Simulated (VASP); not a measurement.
Set up this calculation in VASP 6.6.1, as the native input.

```yaml
Task: relaxation of cell and atoms
Functional: PBEsol
Potentials_or_basis: VASP PAW PBE potentials, release 64 (In_d, Al, As)
Cutoff: 600 eV
k_mesh: 6 × 6 × 6
Occupations: gaussian, width 0.03 eV
Spin: no spin polarisation
Further_INCAR_settings: ALGO = Normal; EDIFF = 1e-07; IBRION = 2; EDIFFG = -0.005; NSW = 90; ISIF = 3
```

The structure of Al7InAs8 lies in POSCAR:

```
Al7InAs8                                
1.0
    5.7310122061     -5.7310122061     -0.0000000000
    5.7310122061     -0.0000000000      5.7310122061
    0.0000000000     -5.7310122061      5.7310122061
  In              Al              As            
     1     7     8
Direct
     0.5000000000000000    0.0000000000000000    0.0000000000000000
     0.5004167861945049    0.0004167861945049    0.4995832138054951
     0.5004167861945049    0.4995832138054951    0.0004167861945049
     0.5004167861945049    0.4995832138054951    0.4995832138054951
     0.9995832138054951    0.0004167861945049    0.0004167861945049
     0.9995832138054951    0.0004167861945049    0.4995832138054951
     0.9995832138054951    0.4995832138054951    0.0004167861945049
     0.0000000000000000    0.5000000000000000    0.5000000000000000
     0.3697246124631526    0.3908261626105423    0.8697246124631526
     0.3750722452329370    0.3749759182556877    0.3749759182556877
     0.3697246124631526    0.8697246124631526    0.8697246124631526
     0.3697246124631526    0.8697246124631526    0.3908261626105423
     0.8749759182556875    0.3749759182556877    0.8750722452329369
     0.8749759182556875    0.3749759182556877    0.3749759182556877
     0.8908261626105423    0.8697246124631526    0.8697246124631526
     0.8749759182556875    0.8750722452329369    0.3749759182556877
```

The cell was built by a generator and needn't be a form met in nature.

These files were run (other wordings do the same):

INCAR

```
SYSTEM = Al7InAs8
PREC = Accurate
ENCUT = 600
EDIFF = 1E-7
ISMEAR = 0
SIGMA = 0.03
LREAL = .False.
LASPH = .True.
NELM = 80
ALGO = Normal
ISIF = 3
LWAVE = .False.
LCHARG = .False.
GGA = PS
IBRION = 2
NSW = 90
EDIFFG = -0.005
KPAR = 4
```

KPOINTS

```
regular mesh
0
Gamma
  6 6 6
  0 0 0
```

Potentials or basis: VASP PAW PBE potentials, release 64 (In_d, Al, As).

The run is started by

```console
$ cat potpaw_PBE.64/In_d/POTCAR potpaw_PBE.64/Al/POTCAR potpaw_PBE.64/As/POTCAR > POTCAR
$ mpirun -np 4 vasp_std > vasp.out
```

Results of the run:

```
Relaxed volume                         : 23.52 Å³/atom
Relaxed cell                           : a = 8.104 Å, b = 8.104 Å, c = 8.104 Å, α = 60.00°, β = 60.00°, γ = 60.00°
Space group after relaxing (to 0.05 Å) : F-43m (No. 216)
Energy gained by relaxing              : 0.0 meV/atom
Ionic steps                            : 2
Pressure after relaxing                : 0.0 GPa
Largest force after relaxing           : 0.004 eV/Å
Band gap on the k mesh                 : 1.34 eV, direct
```

Caveat: the PAW data sets were made with another functional, which shifts forces and pressure a little; spin-orbit coupling is left out, which moves the levels of the heavy elements.

Wall time 2.8 min on 4 MPI ranks on Intel(R) Xeon(R) 6975P-C (Granite Rapids) (shared host), peak memory 0.92 GiB a rank.
